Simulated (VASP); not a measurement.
## RbAgI2: single point with PBE

Crystal: RbAgI2.

```xyz
4
Lattice="4.5274 0.0000 0.0000 0.0000 4.5274 0.0000 0.0000 0.0000 6.7800" Properties=species:S:1:pos:R:3 pbc="T T T"
Rb    0.0000    0.0000    0.0000
I     0.0000    0.0000    3.3900
I     2.2637    2.2637    0.0000
Ag    2.2637    2.2637    3.3900
```

The cell was built by a generator and needn't be a form met in nature.

The cell isn't the ideal one: biaxial_xy strain -5.9%.

* Program: VASP 6.6.1
* Task: single point
* Functional: PBE
* Potentials or basis: VASP PAW PBE potentials, release 64 (Rb_sv, I, Ag)
* Cutoff: 520 eV
* k mesh: 6 × 6 × 4
* Occupations: fermi-dirac, width 0.02 eV
* Spin: no spin polarisation

```yaml
Pressure: 3.7 GPa
Band_gap_on_the_k_mesh: 0.88 eV, indirect (least direct gap 1.32 eV)
```

Stress tensor (GPa, compression positive):
```
4.81 0.00 0.00
0.00 4.81 0.00
0.00 0.00 1.63
```

Levels at points of the mesh, in eV from the valence-band top:
```csv
k point,band 15,band 16,band 17,band 18,band 19,band 20
"(0.00, 0.00, 0.00)",-0.72,-0.44,-0.44,0.88,4.15,5.39
"(0.50, 0.00, 0.00)",-1.26,-0.95,0.00,4.09,4.60,5.71
"(0.50, 0.50, 0.00)",-1.04,-0.85,-0.85,0.94,4.48,4.48
"(0.00, 0.00, 0.50)",-1.39,-0.46,-0.46,2.36,4.24,5.46
"(0.50, 0.00, 0.50)",-1.18,-0.21,-0.02,4.05,4.18,4.90
"(0.50, 0.50, 0.50)",-1.41,-0.90,-0.90,2.43,5.55,5.55
```

Run time: 100 s on 1 thread of Intel(R) Xeon(R) Platinum 8488C (Sapphire Rapids) (shared host), peak memory 0.3 GiB.

Caveat: spin-orbit coupling is left out, which moves the levels of the heavy elements. A k mesh can miss the band edges.
